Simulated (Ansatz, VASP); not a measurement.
**Cross-check of H28NO12F between VASP and Ansatz**

One calculation is typed for both programs; each brings its own data sets. How far apart do they land? The cell is taken from a series of runs on this material, whose earlier steps may have relaxed, scaled, displaced or heated it; both programs get it as it stands.

Method: plane waves, with VASP 6.6.1 beside it; single point at PBE, in Ansatz 0.2.0.

### 1. Set-up

The cell holds 84 atoms: 2 N, 56 H, 24 O and 2 F. Cell: a = 9.206 Å, b = 9.206 Å, c = 9.206 Å, α = 90.0°, β = 90.0°, γ = 90.0°.

### 2. Ansatz: single point, PBE

Ansatz runs on its default PAW (the set named soft_2) files.

With cell and atoms fixed, the geometry can't cause a difference; cores, projectors, grids and the points listed under the comparison can.

Input file input.yaml:

```yaml
crystal:
  lattice:
    - [9.20558, 0.0, 0.0]
    - [0.0, 9.20558, 0.0]
    - [0.0, 0.0, 9.20558]
  atoms:
    - { symbol: "N", position: [0.11632, 0.82202, 0.90996] }
    - { symbol: H, position: [0.07849, 0.726, 0.86354] }
    - { symbol: H, position: [0.23326, 0.80414, 0.89293] }
    - { symbol: H, position: [0.07421, 0.90143, 0.85044] }
    - { symbol: H, position: [0.0995, 0.8286, 0.01799] }
    - { symbol: "N", position: [0.79299, 0.58799, 0.48038] }
    - { symbol: H, position: [0.71555, 0.67066, 0.47829] }
    - { symbol: H, position: [0.73843, 0.50172, 0.53366] }
    - { symbol: H, position: [0.81761, 0.55843, 0.37765] }
    - { symbol: H, position: [0.8862, 0.61797, 0.53772] }
    - { symbol: O, position: [0.23188, 0.4855, 0.12717] }
    - { symbol: H, position: [0.29939, 0.41123, 0.14614] }
    - { symbol: H, position: [0.16343, 0.45682, 0.04884] }
    - { symbol: O, position: [0.31422, 0.68511, 0.67175] }
    - { symbol: H, position: [0.39096, 0.72015, 0.60255] }
    - { symbol: H, position: [0.33422, 0.71789, 0.77008] }
    - { symbol: O, position: [0.12219, 0.26546, 0.4142] }
    - { symbol: H, position: [0.01875, 0.30919, 0.44494] }
    - { symbol: H, position: [0.11894, 0.16234, 0.42549] }
    - { symbol: O, position: [0.481, 0.28108, 0.116] }
    - { symbol: H, position: [0.49393, 0.18262, 0.07579] }
    - { symbol: H, position: [0.51753, 0.35321, 0.05157] }
    - { symbol: O, position: [0.03056, 0.6326, 0.31149] }
    - { symbol: H, position: [0.02765, 0.7354, 0.28143] }
    - { symbol: H, position: [0.1163, 0.58048, 0.27082] }
    - { symbol: O, position: [0.5746, 0.14716, 0.39041] }
    - { symbol: H, position: [0.48963, 0.11781, 0.45358] }
    - { symbol: H, position: [0.52738, 0.19871, 0.29627] }
    - { symbol: O, position: [0.78181, 0.53321, 0.15812] }
    - { symbol: H, position: [0.84915, 0.44952, 0.1614] }
    - { symbol: H, position: [0.69416, 0.50634, 0.10427] }
    - { symbol: O, position: [0.64202, 0.42545, 0.67838] }
    - { symbol: H, position: [0.68405, 0.32393, 0.69071] }
    - { symbol: H, position: [0.54402, 0.42278, 0.64543] }
    - { symbol: O, position: [0.53048, 0.7465, 0.47954] }
    - { symbol: H, position: [0.4737, 0.73294, 0.38412] }
    - { symbol: H, position: [0.57126, 0.84424, 0.48244] }
    - { symbol: O, position: [0.82697, 0.29721, 0.36732] }
    - { symbol: H, position: [0.88753, 0.22372, 0.31719] }
    - { symbol: H, position: [0.72421, 0.2535, 0.37997] }
    - { symbol: O, position: [0.32716, 0.95872, 0.38827] }
    - { symbol: H, position: [0.2244, 0.95807, 0.41608] }
    - { symbol: H, position: [0.34806, 0.88079, 0.31176] }
    - { symbol: O, position: [0.37935, 0.72627, 0.1927] }
    - { symbol: H, position: [0.4048, 0.76052, 0.09613] }
    - { symbol: H, position: [0.33802, 0.62332, 0.18907] }
    - { symbol: O, position: [0.55742, 0.51913, 0.95845] }
    - { symbol: H, position: [0.50481, 0.61218, 0.95857] }
    - { symbol: H, position: [0.58032, 0.49029, 0.85346] }
    - { symbol: O, position: [0.7655, 0.15009, 0.73004] }
    - { symbol: H, position: [0.86602, 0.11294, 0.76354] }
    - { symbol: H, position: [0.72103, 0.06707, 0.67335] }
    - { symbol: O, position: [0.75349, 0.93524, 0.49505] }
    - { symbol: H, position: [0.8597, 0.95793, 0.47323] }
    - { symbol: H, position: [0.69042, 0.99703, 0.43718] }
    - { symbol: O, position: [0.72926, 0.82328, 0.07299] }
    - { symbol: H, position: [0.74019, 0.7219, 0.10545] }
    - { symbol: H, position: [0.64744, 0.83194, 0.00307] }
    - { symbol: O, position: [0.28518, 0.21604, 0.83098] }
    - { symbol: H, position: [0.30985, 0.2905, 0.753] }
    - { symbol: H, position: [0.37092, 0.16215, 0.86409] }
    - { symbol: O, position: [0.01608, 0.76349, 0.60591] }
    - { symbol: H, position: [0.12537, 0.72735, 0.61911] }
    - { symbol: H, position: [0.01613, 0.85481, 0.55553] }
    - { symbol: O, position: [0.52067, 0.0582, 0.91625] }
    - { symbol: H, position: [0.4705, 0.96178, 0.90372] }
    - { symbol: H, position: [0.60942, 0.06588, 0.86605] }
    - { symbol: O, position: [0.99583, 0.88531, 0.18827] }
    - { symbol: H, position: [0.01272, 0.94141, 0.28298] }
    - { symbol: H, position: [0.89138, 0.8899, 0.16541] }
    - { symbol: O, position: [0.04646, 0.06826, 0.73087] }
    - { symbol: H, position: [0.02089, 0.04284, 0.62686] }
    - { symbol: H, position: [0.12703, 0.13101, 0.73925] }
    - { symbol: O, position: [0.34176, 0.36407, 0.59562] }
    - { symbol: H, position: [0.27443, 0.31716, 0.52137] }
    - { symbol: H, position: [0.33681, 0.47653, 0.57971] }
    - { symbol: O, position: [0.99439, 0.25928, 0.06213] }
    - { symbol: H, position: [0.06158, 0.19284, 0.0008] }
    - { symbol: H, position: [0.04555, 0.27987, 0.15433] }
    - { symbol: O, position: [0.99227, 0.55446, 0.90504] }
    - { symbol: H, position: [0.01229, 0.46049, 0.84874] }
    - { symbol: H, position: [0.89231, 0.55086, 0.94331] }
    - { symbol: F, position: [0.03688, 0.99842, 0.4525] }
    - { symbol: F, position: [0.42185, 0.78405, 0.90542] }
kpoints:
  mp_grid: { grid: [1, 1, 1] }
hamiltonian:
  xc: pbe
scf:
  occupations: { method: fermi_dirac, width: 0.05 }
output:
  forces: true
  eigenvalues: true
```

Launch:

```bash
> ansatz run input.yaml --threads 4 --pin off --max-ram 15872MiB --backend cpu --events-out ev --progress --plain --runs-dir out
```

Numbers of over 12 decimals in the logs are rounded to 6 here.

What it wrote:

```text
Engine: ansatz 0.2.0, aarch64-unknown-linux-gnu
Pseudopotentials: kind: paw
Pseudopotential: N, paw, valence charge 5, recommended cutoff 420 eV (normal), N.paw.azcp
Pseudopotential: H, paw, valence charge 1, recommended cutoff 420 eV (normal), H.paw.azcp
Pseudopotential: O, paw, valence charge 6, recommended cutoff 420 eV (normal), O.paw.azcp
Pseudopotential: F, paw, valence charge 7, recommended cutoff 420 eV (normal), F.paw.azcp
Functional definition: PBE
  parameter kappa = 0.804
  parameter beta = 0.066725
  exchange = pbe_x(kappa = kappa, mu = beta*pi^2/3)
  correlation = pbe_c(beta = beta)
Crystal: 84 atoms, lattice volume = 780.106 Å³
Basis set: ecut = 420 eV, 15275 PW (Γ), exchange–correlation on 128×128×128 points (8 copies of the dense FFT grid, shifted against one another)
Bands: 196, of which v1, the nominal top of the filled ones, is band 112 counted from 1 (111 counted from 0)
Symmetry: 1 space group operations
Space group: P1 (ITA 1), of the structure as read, at distance tolerance 9.2e-5 Å
k-points: 1
Non-local potential: N, projectors of the file, l = 0: 2, l = 1: 2, l = 2: 1
Non-local potential: H, projectors of the file, l = 0: 2, l = 1: 1
Non-local potential: O, projectors of the file, l = 0: 2, l = 1: 2, l = 2: 1
Non-local potential: F, projectors of the file, l = 0: 2, l = 1: 2, l = 2: 1
PAW form: soft (Blöchl's): semilocal exchange-correlation on the pseudo side does not see the compensation charge
PAW one-centre angular grid: N, 110 points (default); XC on 64 Gauss nodes
PAW one-centre angular grid: H, 110 points (default); XC on 64 Gauss nodes
PAW one-centre angular grid: O, 110 points (default); XC on 64 Gauss nodes
PAW one-centre angular grid: F, 110 points (default); XC on 64 Gauss nodes
Initial density: superposition of atomic densities (neutral atoms: chi_scale 0, normalization atom), corrected by the library's trained network
Initial wavefunctions: pseudopotential atomic-orbital guess
Functional: x = pbe(κ = 0.804, μ = 0.219515), c = pbe(β = 0.066725)
SCF iter   1: F=—  HF=-16904.664206 eV  |F-HF|=—  |Δ(HF+E_count)|=         —  Δρ=3.14e-3  dr2=8.59e-2  ethr=1.77e-3  ⟨swp⟩=6.0  Hψ=892  notcnv=0  defer=42
preconditioner: auto → Resta (q_TF=auto, 2.216 Å⁻¹)  ε∞=2.2  [insulator: Δε(μ)=3.714 eV  Ē_g=17.981 eV  σ=0.050 eV  W_gap=1.00  n_scr=146 (ndim 8)  ℏωp=19.9 eV  f_vac=0.252  D(μ)=0.00/eV (n_scr^D=0)  ε∞_Penn≈2.2]
SCF iter   2: F=—  HF=-16904.622792 eV  |F-HF|=—  |Δ(HF+E_count)|=   4.14e-2  Δρ=1.55e-3  dr2=1.63e-2  ethr=3.83e-5  ⟨swp⟩=2.0  Hψ=316  notcnv=0  defer=79
SCF iter   3: F=—  HF=-16904.611330 eV  |F-HF|=—  |Δ(HF+E_count)|=   1.15e-2  Δρ=6.43e-4  dr2=4.31e-3  ethr=7.27e-6  ⟨swp⟩=2.0  Hψ=234  notcnv=0  defer=13
automatic band count: iteration 3 solves 130 bands in place of 196: the levels show a gap, and the empty bands left out lie too high to hold charge; the band table lists the bands solved (type scf.n_extra_bands for more)
SCF iter   4: F=—  HF=-16904.609585 eV  |F-HF|=—  |Δ(HF+E_count)|=   1.75e-3  Δρ=2.70e-4  dr2=4.67e-4  ethr=1.92e-6  ⟨swp⟩=2.0  Hψ=234  notcnv=0  defer=13
SCF iter   5: F=—  HF=-16904.609572 eV  |F-HF|=—  |Δ(HF+E_count)|=   1.31e-5  Δρ=1.11e-4  dr2=7.57e-5  ethr=2.08e-7  ⟨swp⟩=3.0  Hψ=234  notcnv=0  defer=13
SCF iter   6: F=—  HF=-16904.610416 eV  |F-HF|=—  |Δ(HF+E_count)|=   8.45e-4  Δρ=4.01e-5  dr2=9.64e-6  ethr=3.38e-8  ⟨swp⟩=3.0  Hψ=234  notcnv=0  defer=13
SCF iter   7: F=—  HF=-16904.610415 eV  |F-HF|=—  |Δ(HF+E_count)|=   8.44e-7  Δρ=1.05e-5  dr2=7.10e-7  ethr=4.30e-9  ⟨swp⟩=3.0  Hψ=230  notcnv=0  defer=13
SCF iter   8: F=—  HF=-16904.610416 eV  |F-HF|=—  |Δ(HF+E_count)|=   2.73e-7  Δρ=4.08e-6  dr2=1.03e-7  ethr=3.17e-10  ⟨swp⟩=2.0  Hψ=229  notcnv=0  defer=13
SCF iter   9: F=-16904.610416 eV  HF=-16904.610416 eV  |F-HF|=1.61e-8  |Δ(HF+E_count)|=   3.12e-8  Δρ=2.23e-6  dr2=2.72e-8  ethr=4.46e-11  ⟨swp⟩=12.0  Hψ=548  notcnv=0
SCF 1 converged in 9 iterations: F = -16904.610416 eV  dr2 = 2.72e-8
  greatest PAW one-centre occupation: 0.929 electrons in one spin orbital (limit 2), on the F atom at site 82 (counted from 0), in its partial waves of l = 0
SCF converged after 9 iterations
Free energy (F): -16904.610416 eV
Harris-Foulkes:  -16904.610416 eV  (|F-HF|=1.61e-8)
Internal energy: -16904.610416 eV  (E = F + TS)
E sigma→0 (E₀):  -16904.610416 eV
Fermi energy:    0.505159 eV
--- Per-component energies (eV) ---
  E_band       = -2086.391881
  E_kinetic    = 5640.025290
  E_local      = -17466.482447  (includes V_loc(G=0)·N_el)
  E_nonlocal   = 1488.364251
  E_hartree    = 6283.928764
  E_xc         = -2530.295467
  E_vxc        = -3234.360365  (∫ρ·V_xc dr)
  E_paw        = -4494.353590  (= ΣΔE_a)
  E_vpaw       = -1081.794943  (= ΣTr[D̂ρ^β])
  E_aug_tail   = -0.000633  (compensation charges beyond the density's cutoff)
  E_ewald      = -5825.796583
  E_smearing   = -0.000000  (= −TS)
  E_closure    = 0.000000  (closes the sum)
  Σ components = -16904.610416   (vs F -16904.610416, Δ=0.00e0)
--- Forces (eV/Å), atoms counted from 1 ---
  atom   1  N      3.07539591    -2.59658612    -0.86233769
  atom   2  H     -0.76450575     0.01716586     0.73398733
  atom   3  H     -1.47382943     1.21707620     0.57885341
  atom   4  H     -0.30796198     1.77417040    -0.93332760
  atom   5  H     -0.66380688     0.16788631     0.98659171
  atom   6  N     -0.90185855    -0.49291791     1.24423580
  atom   7  H      0.35032942    -0.04055820     0.00916234
  atom   8  H      0.53697863     0.62702360    -0.12659559
  atom   9  H      0.39488861    -0.04551906    -0.75900804
  atom  10  H     -0.18819704     0.43151247    -0.37070598
  atom  11  O     -1.48294480     1.22942671    -0.31415480
  atom  12  H      1.08508001    -1.91309651    -0.15572358
  atom  13  H      0.58923552     0.19208371     0.56985832
  atom  14  O     -0.78976706    -0.78715705    -1.61405720
  atom  15  H     -0.15742125     0.16966499     0.65863620
  atom  16  H      1.14143180     0.13385452     0.07323816
  atom  17  O     -1.70732904     2.98906988     0.40209194
  atom  18  H      2.59479323    -1.49188174    -0.70822540
  atom  19  H     -0.67264877    -1.16583938     0.22981339
  atom  20  O     -0.76028969    -1.63303575     2.11648061
  atom  21  H      0.05441425     0.56033296    -0.56052955
  atom  22  H      0.53351761     0.96001465    -1.11211166
  atom  23  O      0.85145343    -1.26285734     0.31357430
  atom  24  H      0.29348042    -0.48808685    -0.53244452
[...]
atom  77  O      1.34228631    -1.15008916    -0.80356639
  atom  78  H     -1.22613766     1.52923518     1.58556122
  atom  79  H      0.12854271    -0.41264896    -0.64978761
  atom  80  O      0.44709543    -1.86151756    -1.19301369
  atom  81  H     -0.82490740     1.79282972     1.21271245
  atom  82  H      0.47992789    -0.24276098    -0.07302945
  atom  83  F     -0.26510973     0.08930887    -0.20664306
  atom  84  F     -0.09567254     0.28751780     0.58058297
  max |Σ_I F_I| component: 4.43e-5 eV/Å
--- Band table (eV) ---
  k-point 0: bands = [... 108 lower, -2.1839, -2.1429, -2.0694, -1.2840, 2.2944, 3.9686, 4.3324, 4.3495, ... 14 higher]
```

### 3. VASP: single point, PBE

The same cell, functional, mesh and smearing now go to VASP, with its own data sets.

Lines of VASP's logs that name or quote its potential files are left out, and so is its time.

Input file INCAR:

```
SYSTEM = H28NO12F
PREC = Accurate
ENCUT = 520
EDIFF = 1E-06
NELM = 120
ISMEAR = -1
SIGMA = 0.05
LREAL = Auto
ALGO = Normal
GGA = PE
NBANDS = 176
LORBIT = 11
LWAVE = .FALSE.
LCHARG = .FALSE.
ISIF = 2
LASPH = .TRUE.
GGA_COMPAT = .FALSE.
EFERMI = MIDGAP
NCORE = 2
```

Input file POSCAR:

```
H28NO12F
1.0
    9.2055800000      0.0000000000      0.0000000000
    0.0000000000      9.2055800000      0.0000000000
    0.0000000000      0.0000000000      9.2055800000
N H O F
2 56 24 2
Direct
    0.1163200000      0.8220200000      0.9099600000
    0.7929900000      0.5879900000      0.4803800000
    0.0784900000      0.7260000000      0.8635400000
    0.2332600000      0.8041400000      0.8929300000
    0.0742100000      0.9014300000      0.8504400000
    0.0995000000      0.8286000000      0.0179900000
    0.7155500000      0.6706600000      0.4782900000
    0.7384300000      0.5017200000      0.5336600000
    0.8176100000      0.5584300000      0.3776500000
    0.8862000000      0.6179700000      0.5377200000
    0.2993900000      0.4112300000      0.1461400000
    0.1634300000      0.4568200000      0.0488400000
    0.3909600000      0.7201500000      0.6025500000
    0.3342200000      0.7178900000      0.7700800000
    0.0187500000      0.3091900000      0.4449400000
    0.1189400000      0.1623400000      0.4254900000
    0.4939300000      0.1826200000      0.0757900000
    0.5175300000      0.3532100000      0.0515700000
    0.0276500000      0.7354000000      0.2814300000
    0.1163000000      0.5804800000      0.2708200000
    0.4896300000      0.1178100000      0.4535800000
    0.5273800000      0.1987100000      0.2962700000
    0.8491500000      0.4495200000      0.1614000000
    0.6941600000      0.5063400000      0.1042700000
    0.6840500000      0.3239300000      0.6907100000
    0.5440200000      0.4227800000      0.6454300000
    0.4737000000      0.7329400000      0.3841200000
    0.5712600000      0.8442400000      0.4824400000
    0.8875300000      0.2237200000      0.3171900000
    0.7242100000      0.2535000000      0.3799700000
    0.2244000000      0.9580700000      0.4160800000
    0.3480600000      0.8807900000      0.3117600000
    0.4048000000      0.7605200000      0.0961300000
    0.3380200000      0.6233200000      0.1890700000
    0.5048100000      0.6121800000      0.9585700000
    0.5803200000      0.4902900000      0.8534600000
    0.8660200000      0.1129400000      0.7635400000
    0.7210300000      0.0670700000      0.6733500000
    0.8597000000      0.9579300000      0.4732300000
    0.6904200000      0.9970300000      0.4371800000
    0.7401900000      0.7219000000      0.1054500000
    0.6474400000      0.8319400000      0.0030700000
    0.3098500000      0.2905000000      0.7530000000
    0.3709200000      0.1621500000      0.8640900000
    0.1253700000      0.7273500000      0.6191100000
    0.0161300000      0.8548100000      0.5555300000
    0.4705000000      0.9617800000      0.9037200000
    0.6094200000      0.0658800000      0.8660500000
    0.0127200000      0.9414100000      0.2829800000
    0.8913800000      0.8899000000      0.1654100000
    0.0208900000      0.0428400000      0.6268600000
    0.1270300000      0.1310100000      0.7392500000
    0.2744300000      0.3171600000      0.5213700000
    0.3368100000      0.4765300000      0.5797100000
    0.0615800000      0.1928400000      0.0008000000
    0.0455500000      0.2798700000      0.1543300000
    0.0122900000      0.4604900000      0.8487400000
    0.8923100000      0.5508600000      0.9433100000
    0.2318800000      0.4855000000      0.1271700000
    0.3142200000      0.6851100000      0.6717500000
    0.1221900000      0.2654600000      0.4142000000
    0.4810000000      0.2810800000      0.1160000000
    0.0305600000      0.6326000000      0.3114900000
    0.5746000000      0.1471600000      0.3904100000
    0.7818100000      0.5332100000      0.1581200000
    0.6420200000      0.4254500000      0.6783800000
    0.5304800000      0.7465000000      0.4795400000
    0.8269700000      0.2972100000      0.3673200000
    0.3271600000      0.9587200000      0.3882700000
    0.3793500000      0.7262700000      0.1927000000
    0.5574200000      0.5191300000      0.9584500000
    0.7655000000      0.1500900000      0.7300400000
    0.7534900000      0.9352400000      0.4950500000
    0.7292600000      0.8232800000      0.0729900000
    0.2851800000      0.2160400000      0.8309800000
    0.0160800000      0.7634900000      0.6059100000
    0.5206700000      0.0582000000      0.9162500000
    0.9958300000      0.8853100000      0.1882700000
    0.0464600000      0.0682600000      0.7308700000
    0.3417600000      0.3640700000      0.5956200000
    0.9943900000      0.2592800000      0.0621300000
    0.9922700000      0.5544600000      0.9050400000
    0.0368800000      0.9984200000      0.4525000000
    0.4218500000      0.7840500000      0.9054200000
```

Input file KPOINTS:

```
Automatic mesh
0
Gamma
1 1 1
0 0 0
```

The projector-augmented-wave data sets are N, H, O and F (PBE family, release 64).

Launch:

```bash
> mpirun -np 8 vasp_gam
```

What it wrote:

```text
[banner, memory and clock lines left out]
running    8 mpi-ranks, on    1 nodes
[...]
LDA part: xc-table for (Slater+PW92), standard interpolation
 POSCAR, INCAR and KPOINTS ok, starting setup
[...]
entering main loop
       N       E                     dE             d eps       ncg     rms          rms(c)
DAV:   1     0.172262758329E+04    0.17226E+04   -0.12401E+05   368   0.119E+03
DAV:   2    -0.273480801191E+03   -0.19961E+04   -0.18958E+04   424   0.304E+02
DAV:   3    -0.443348704803E+03   -0.16987E+03   -0.16857E+03   448   0.910E+01
DAV:   4    -0.445918617961E+03   -0.25699E+01   -0.25626E+01   432   0.124E+01
[...]
DAV:  17    -0.406688299772E+03    0.69027E-06   -0.20157E-05   416   0.139E-02    0.666E-03
DAV:  18    -0.406688298550E+03    0.12211E-05   -0.28226E-06   408   0.556E-03    0.354E-03
DAV:  19    -0.406688298305E+03    0.24549E-06   -0.84442E-07   288   0.318E-03
   1 F= -.40668830E+03 E0= -.40668830E+03  d E =-.295405E-14
```

OUTCAR, selected parts (step 3):

```text
  FREE ENERGIE OF THE ION-ELECTRON SYSTEM (eV)
  ---------------------------------------------------
  free  energy   TOTEN  =      -406.6882983050 eV

  energy  without entropy=     -406.6882983050  energy(sigma->0) =     -406.68829830

[... 1 further part left out ...]
```

The run ends at a pressure of -0.73 GPa, with forces up to 4.1 eV/Å.

### 4. Side by side

Known differences besides the potentials themselves: the cutoff is 420 eV in Ansatz and 520 eV in VASP (PREC = Accurate, projectors in real space). Total energies have different zeros and are not compared.

The two programs side by side:

```csv
quantity,Ansatz,VASP,difference
gap on the k mesh (eV),3.578,3.554,+0.024
```

Forces on 10 of the 84 atoms, those with the largest forces and the largest differences (eV/Å; atoms numbered as in POSCAR):

```csv
atom,"Ansatz x, y, z","VASP x, y, z"
N1,"3.075, -2.597, -0.862","3.051, -2.576, -0.854"
H11,"1.085, -1.913, -0.156","1.214, -2.020, -0.098"
H15,"2.595, -1.492, -0.708","2.535, -1.434, -0.699"
H48,"1.592, 0.039, -1.026","1.735, 0.087, -1.089"
H52,"1.889, 1.181, 0.074","2.011, 1.276, 0.129"
O61,"-1.707, 2.989, 0.402","-1.673, 3.072, 0.398"
O62,"-0.760, -1.633, 2.116","-0.789, -1.665, 2.182"
O76,"2.028, -2.313, 1.594","2.002, -2.379, 1.628"
O77,"-2.325, -0.521, 1.284","-2.427, -0.517, 1.335"
O79,"-2.598, -1.702, -0.442","-2.690, -1.755, -0.449"
```

The forces differ by 49 meV/Å r.m.s., which is 5.0 % of the r.m.s. force of 0.976 eV/Å (both taken over all components). A gap on the mesh is an upper bound, since the band edges may lie between its points.

### 5. Summary of results

* r.m.s. force difference (single point, PBE): 5.0 % of the r.m.s. force

What this shows: The r.m.s. force difference is 5.0 % of the r.m.s. force (single point, PBE), beyond the 3 % picked in this series as the mark of a large difference. What causes the difference of the single point, PBE pair stays open here. Such differences can come from data sets, numerical settings and the points named under the comparisons, not from the functional's error against experiment.

[Lines on the potential files, build, host, timing and source positions are cut from VASP's logs without a mark.]

[Logs are printed without paths, hosts, clocks, repeated set-up lines and the standing remarks that a program may print on its own settings, such as how far it seeks lower states.]

[Hosts, paths, dates, database ids (printed as entryN), source tags and the programs' standing remarks are cut or masked in the printed files.]
